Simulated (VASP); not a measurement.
VASP input:

**INCAR**
```
SYSTEM=AsPt
PREC=Accurate; ENCUT=400; LREAL=.FALSE.
LASPH=.TRUE.
EDIFF=1E-6; NELM=100; ALGO=Normal
LMAXMIX=6
ISMEAR=0; SIGMA=0.05
GGA=PE
ISIF=2
LWAVE=.FALSE.; LCHARG=.FALSE.
```

### KPOINTS
```
Automatic mesh
0
Gamma
7 7 6
0 0 0
```

File POSCAR:
```
AsPt
3.4639990
  1.0000000000   0.0000000000   0.0000000000
 -0.5000001443   0.8660253655   0.0000000000
  0.0000000000   0.0000000000   0.9759506282
Pt As
1 1
Direct
  0.0000000000   0.0000000000   0.0000000000
  0.6666670000   0.3333330000   0.5000000000
```

POTCAR, in this order: Pt As (PBE.64 set). Program: vasp_std.

Task: Write an equivalent input for Quantum ESPRESSO's pw.x.

Result: One equivalent input (not run):
```
&CONTROL
  calculation = 'scf'
  pseudo_dir = './pseudo'
  outdir = './out'
  tprnfor = .true.
  tstress = .true.
/
&SYSTEM
  ibrav = 0
  nat = 2
  ntyp = 2
  ecutwfc = 84
  occupations = 'smearing'
  smearing = 'gaussian'
  degauss = 0.003675
  input_dft = 'pbe'
/
&ELECTRONS
  conv_thr = 7.3e-08
  electron_maxstep = 100
/
ATOMIC_SPECIES
  Pt 195.084 Pt.upf
  As 74.922 As.upf
CELL_PARAMETERS angstrom
     3.4639990    0.0000000    0.0000000
    -1.7320000    2.9999110    0.0000000
     0.0000000    0.0000000    3.3806920
ATOMIC_POSITIONS crystal
  Pt   0.0000000  0.0000000  0.0000000
  As   0.6666670  0.3333330  0.5000000
K_POINTS automatic
  7 7 6 0 0 0
```
What does not carry over: the potentials are each code's own (VASP's PAW set, PseudoDojo norm-conserving files in pw.x), so ENCUT and ecutwfc are chosen apart and not converted; conv_thr bounds pw.x's estimated SCF error, while EDIFF bounds the energy change between steps.

The structure was generated: AsPt was put into the WC type (P-6m2), which need not be its known phase. The cell was not relaxed at this level. The k-mesh is coarse (spacing up to 0.31 per Å, 2π included), so the numbers may not be converged in it.
